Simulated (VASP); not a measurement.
Here is the system:

```yaml
crystal:
  lattice:
    - [1.44286, -2.49911, 0.00000]
    - [1.44286, 2.49911, 0.00000]
    - [0.00000, 0.00000, 4.57544]
  atoms:
    - { symbol: Ti, position: [0.33333, 0.66667, 0.25000] }
    - { symbol: Ti, position: [0.66667, 0.33333, 0.75000] }
```

The numbers are results of TPSS meta-GGA, VASP's PBE PAW potentials (set 64) (plane waves; VASP), not measurements. Numerical set-up: 520 eV cut-off, 14×14×8 Γ-centred mesh, first-order Methfessel-Paxton smearing of 0.10 eV, potentials Ti_sv.

Question: Give the stress tensor in GPa (positive for a compressed cell).

Answer: 
```
3.77  0.00  0.00
0.00  3.77  0.00
0.00  0.00  3.90
```
The pressure is its mean diagonal, 3.81 GPa.

The compound is Ti in the hcp structure. This cell is one point of a volume scan, at 0.97 of the reference volume.
